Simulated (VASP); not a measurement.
Write the native input for VASP 6.6.1 that does the following.

| Item | Value |
| --- | --- |
| Task | single point |
| Functional | PBEsol |
| Potentials or basis | VASP PAW PBE potentials, release 64 (Bi, Te) |
| Cutoff | 500 eV |
| k mesh | 7 × 7 × 7 |
| Occupations | gaussian, width 0.02 eV |
| Spin | no spin polarisation |
| Further INCAR settings | ALGO = Normal; EDIFF = 1e-06 |

The structure of BiTe lies in POSCAR:

```
BiTe
1.0
    2.4227077728      1.3987509848      3.3172919545
   -2.4227077728      1.3987509848      3.3172919545
    0.0000000000     -2.7975019696      3.3172919545
Bi Te
1 1
Cartesian
    0.0000000000      0.0000000000      4.9759379318
    0.0000000000      0.0000000000      0.0000000000
```

The cell comes from a database or a generator and needn't be the stable form of this composition.

These files were run (other wordings do the same):

INCAR

```
PREC = Accurate
ENCUT = 500
EDIFF = 1E-6
ISMEAR = 0
SIGMA = 0.02
LREAL = False
LASPH = True
NELM = 100
ALGO = Normal
ISIF = 2
LWAVE = False
LCHARG = False
GGA = PS
```

KPOINTS

```
regular mesh
0
Gamma
  7 7 7
```

Potentials or basis: VASP PAW PBE potentials, release 64 (Bi, Te).

The run is started by

```console
$ cat potpaw_PBE.64/Bi/POTCAR potpaw_PBE.64/Te/POTCAR > POTCAR
$ mpirun -np 1 vasp_std > vasp.out
```

Results of the run:

```json
{"Pressure": "-2.3 GPa", "Band gap on the k mesh": "none (metal or under the smearing width)"}
```

Caveat: the PAW data sets were made with another functional, which shifts forces and pressure a little; spin-orbit coupling is left out, which moves the levels of the heavy elements.

It took 7.2 s on 1 thread of Intel(R) Xeon(R) 6975P-C (Granite Rapids) (shared host), peak memory 0.19 GiB.
